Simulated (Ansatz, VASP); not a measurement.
**One calculation of BaRu, two programs**

The input INCAR:

```
PREC     = Accurate       # precision mode
ENCUT    = 520            # plane-wave cutoff, eV
EDIFF    = 1E-7           # SCF threshold, eV
ISMEAR   = 0              # smearing method
SIGMA    = 0.1            # smearing width, eV
LREAL    = F              # projectors in reciprocal space
LASPH    = T              # aspherical terms in the spheres
NELM     = 80             # most SCF steps
ALGO     = Normal         # electronic algorithm
ISIF     = 2              # what is computed and relaxed
LWAVE    = F              # write WAVECAR
LCHARG   = F              # write CHGCAR
GGA      = PE             # functional
NBANDS   = 32             # bands
```

File KPOINTS:

```
regular mesh
0
Gamma
  6 6 4
```

Contents of POSCAR:

```
BaRu
1.0
    4.3142605411      0.0000000000      0.0000000000
   -2.1571302705      3.7362592271      0.0000000000
    0.0000000000      0.0000000000      6.9091394782
Ba Ru
2 2
Direct
    0.3333333333      0.6666666667      0.0000000000
    0.6666666667      0.3333333333      0.5000000000
    0.3333333333      0.6666666667      0.3821000000
    0.6666666667      0.3333333333      0.8821000000
```

Input for Ansatz:

```yaml
crystal:
  lattice:
    - [4.3142605411, 0.0, 0.0]
    - [-2.1571302705, 3.7362592271, 0.0]
    - [0.0, 0.0, 6.9091394782]
  atoms:
    - { symbol: Ba, position: [0.3333333333, 0.6666666667, 0.0] }
    - { symbol: Ba, position: [0.6666666667, 0.3333333333, 0.5] }
    - { symbol: Ru, position: [0.3333333333, 0.6666666667, 0.3821] }
    - { symbol: Ru, position: [0.6666666667, 0.3333333333, 0.8821] }
basis:
  ecutwfc: 420
kpoints:
  mp_grid: { grid: [6, 6, 4] }
hamiltonian:
  xc: pbe
scf:
  occupations: { method: gaussian, width: 0.1 }
  lower_state_search: "off"
output:
  forces: true
  stress: true
  eigenvalues: true
```

Alike in both runs: task single point; functional PBE; k mesh 6 × 6 × 4; occupations gaussian, width 0.1 eV; no spin polarisation.

|  | VASP | Ansatz |
| --- | --- | --- |
| version | VASP 6.6.1 | Ansatz 0.2.0 |
| potentials or method | VASP PAW PBE potentials, release 64 (Ba_sv, Ru_pv) | scalar-relativistic, plane waves, PAW |
| plane-wave cutoff (eV) | 520 | 420 |
| valence electrons in the cell | 48 | 52 |

```csv
,VASP,Ansatz,Ansatz less VASP
gap on the k mesh at the Fermi level (eV),none,none,-
pressure (GPa),7.7,2.0,-5.69
largest component of the traceless stress (GPa),1.13,0.62,-0.519
rms of the force components (eV/Å),0.036,0.061,+0.0255
```

Atom by atom the forces differ by 0.025 eV/Å (rms over components). A gap of «none» marks a metal or a gap that the smearing closes. One of these differences is far larger than is usual between the two programs; its cause wasn't traced. The two sets of potentials don't hold the same shells in valence.

Spin-orbit coupling is left out, which matters for the levels of Ba.
